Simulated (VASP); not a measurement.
Input:

```yaml
crystal:
  lattice:
    - [-3.25245, 3.25245, 5.90883]
    - [3.25245, -3.25245, 5.90883]
    - [3.25245, 3.25245, -5.90883]
  atoms:
    - { symbol: Ta, position: [0.01450, 0.18486, 0.50000] }
    - { symbol: Ta, position: [0.98550, 0.81514, 0.50000] }
    - { symbol: Ta, position: [0.18486, 0.68486, 0.17036] }
    - { symbol: Ta, position: [0.81514, 0.31514, 0.82964] }
    - { symbol: Ta, position: [0.68486, 0.51450, 0.50000] }
    - { symbol: Ta, position: [0.31514, 0.48550, 0.50000] }
    - { symbol: Ta, position: [0.51450, 0.01450, 0.82964] }
    - { symbol: Ta, position: [0.48550, 0.98550, 0.17036] }
    - { symbol: Ta, position: [0.50000, 0.50000, 0.00000] }
    - { symbol: Ta, position: [0.00000, 0.00000, 0.00000] }
    - { symbol: Si, position: [0.13004, 0.63004, 0.76007] }
    - { symbol: Si, position: [0.86996, 0.36996, 0.23993] }
    - { symbol: Si, position: [0.63004, 0.86996, 0.50000] }
    - { symbol: Si, position: [0.36996, 0.13004, 0.50000] }
    - { symbol: Si, position: [0.75000, 0.75000, 0.00000] }
    - { symbol: Si, position: [0.25000, 0.25000, 0.00000] }
```

Calculation: PBEsol GGA, VASP's PBE PAW potentials (set 64) (plane waves; VASP). Run with LREAL = Auto, 400 eV cut-off, Gaussian smearing of 0.050 eV, potentials Ta_pv Si.

Task: Give the energies of bands 63 to 76 at the high-symmetry points, in eV from the Fermi level.

Result: 
```tsv
band	Γ	X	P	N	M	S	R
63	-1.30	-1.66	-1.54	-1.47	-0.84	-1.29	-1.42
64	-1.14	-1.32	-1.54	-1.47	-0.84	-1.05	-1.14
65	-0.99	-1.17	-1.03	-1.31	-0.75	-1.04	-0.91
66	-0.64	-0.77	-1.03	-1.31	-0.49	-0.97	-0.79
67	-0.64	-0.29	0.17	0.41	-0.31	0.00	-0.43
68	0.47	0.06	0.17	0.41	-0.27	0.39	-0.14
69	0.47	0.70	1.04	0.58	-0.27	0.46	0.40
70	0.55	0.95	1.04	0.58	0.04	0.49	0.48
71	1.19	1.03	1.24	1.08	0.16	0.56	1.23
72	1.19	1.39	1.24	1.08	0.16	0.85	1.27
73	1.30	1.69	1.35	1.30	0.57	0.85	1.32
74	1.31	1.72	1.35	1.30	0.89	1.11	1.43
75	1.52	1.85	1.87	1.65	0.95	1.14	1.74
76	1.52	1.86	1.87	1.65	1.05	1.50	1.88
```

It has no gap at this level: it comes out as a metal or semimetal.

The structure comes from a computed database's Ta5Si3 entry (I4/mcm); how it stands against other phases isn't given here. It was relaxed first.
